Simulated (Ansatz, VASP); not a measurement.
# Two plane-wave programs on GaPtC2N2

```
Ga Pt C N
1.0
     3.84128    0.00000    0.00000
    -1.82573    3.42821    0.00000
    -0.94952   -0.78316    9.73489
Ga Pt C N
1 1 2 2
Direct
  0.50000 0.50000 0.50000
  0.00000 0.00000 0.00000
  0.81102 0.81102 0.81102
  0.18898 0.18898 0.18898
  0.69568 0.69568 0.69568
  0.30432 0.30432 0.30432
```

Alike in both runs: task single point; functional PBE; k mesh 6 × 6 × 2; occupations gaussian, width 0.1 eV; no spin polarisation.

|  | VASP | Ansatz |
| --- | --- | --- |
| version | VASP 6.6.1 | Ansatz 0.2.0 |
| potentials or method | VASP PAW PBE potentials, release 64 (Ga_d, Pt, C, N) | scalar-relativistic, plane waves, PAW |
| plane-wave cutoff (eV) | 520 | 420 |
| valence electrons in the cell | 41 | 49 |

Ansatz gave:

* gap on the k mesh at the Fermi level (eV): none
* pressure (GPa): 0.6
* largest component of the traceless stress (GPa): 8.46
* rms of the force components (eV/Å): 0.522

What did VASP give for the same quantities?

gap on the k mesh at the Fermi level (eV): none; pressure (GPa): 0.8; largest component of the traceless stress (GPa): 9.06; rms of the force components (eV/Å): 0.692.

Atom by atom the forces differ by 0.170 eV/Å (rms over components). A gap of «none» marks a metal or a gap that the smearing closes. With one functional, cell and mesh, what is left measures potentials, basis and numerics. The two sets of potentials don't hold the same shells in valence.

Caveats: the standard files for N, O and F lose accuracy on very short bonds; forces of over 1 eV/Å show positions far from the minimum, so gaps and moduli don't describe the material at rest. The runs have no spin-orbit coupling, so splittings on Pt are missing.
